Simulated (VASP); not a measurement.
Si3Bi2Te3:

```
Si Bi Te
1.0
     4.57181    0.00000    0.00000
     0.00000    4.60127    0.00000
     0.00000    0.00000    9.36189
Si Bi Te
3 2 3
Direct
  0.50000 0.50000 0.25502
  0.50000 0.50000 0.74498
  0.00000 0.50000 0.50000
  0.00000 0.00000 0.25812
  0.00000 0.00000 0.74188
  0.00000 0.50000 0.00000
  0.50000 0.00000 0.50000
  0.50000 0.00000 0.00000
```

The cell was built by a generator and needn't be a form met in nature.

* Program: VASP 6.6.1
* Task: relaxation of cell and atoms
* Functional: PBE
* Potentials or basis: VASP PAW PBE potentials, release 64 (Si, Bi_d, Te)
* Cutoff: 520 eV
* k mesh: 3 × 3 × 2
* Occupations: gaussian, width 0.15 eV
* Spin: no spin polarisation

At the start: pressure 1.2 GPa; volume 24.62 Å³/atom.

**Question.** How do energy, volume and symmetry change on relaxing?

**Answer.** Over 23 steps the energy falls by 71.4 meV/atom and the volume is 25.38 Å³/atom (+3.1 %); space group Pmmm (No. 47, to 0.05 Å).

The path:
```
step  energy change (eV)  largest force (eV/Å)  pressure (GPa)  volume (Å³)
   1              0.0000                0.4429            1.23       196.94
   2             -0.2162                0.4066           -0.43       202.23
   3             -0.3020                0.3314           -1.61       206.79
   4             -0.3121                0.2801           -1.92       208.87
   5             -0.3425                0.1435            0.61       200.62
   6             -0.3649                0.2078           -0.46       203.78
   7             -0.3867                0.1987            0.04       201.21
   8             -0.3884                0.2232            0.70       198.66
   9             -0.3900                0.2125            0.65       199.59
  10             -0.4022                0.2325            0.00       201.36
  11             -0.4030                0.2367           -0.11       201.76
  12             -0.4148                0.2253           -0.10       201.84
  13             -0.4417                0.1998           -0.05       202.05
  14             -0.4689                0.3616            0.29       202.47
  15             -0.4761                0.3234            0.29       202.80
  16             -0.4935                0.3334            0.09       203.81
  17             -0.5066                0.3893           -0.15       205.82
  18             -0.5209                0.3558           -0.32       205.52
  19             -0.5491                0.2631           -0.14       204.62
  20             -0.5396                0.0566            0.30       202.68
  21             -0.5544                0.2240           -0.02       203.90
  22             -0.5655                0.0957            0.02       203.48
  23             -0.5710                0.0163            0.06       203.07
```

Final structure:
```
Si Bi Te
1.0
     4.44317    0.00000    0.00000
     0.00000    4.51725    0.00000
     0.00000    0.00000   10.11767
Si Bi Te
3 2 3
Direct
  0.50000 0.50000 0.30764
  0.50000 0.50000 0.69236
  0.00000 0.50000 0.50000
  0.00000 0.00000 0.25800
  0.00000 0.00000 0.74200
  0.00000 0.50000 0.00000
  0.50000 0.00000 0.50000
  0.50000 0.00000 0.00000
```

Caveat: the k mesh is coarse (spacing up to 0.46 Å⁻¹), so the values aren't converged.
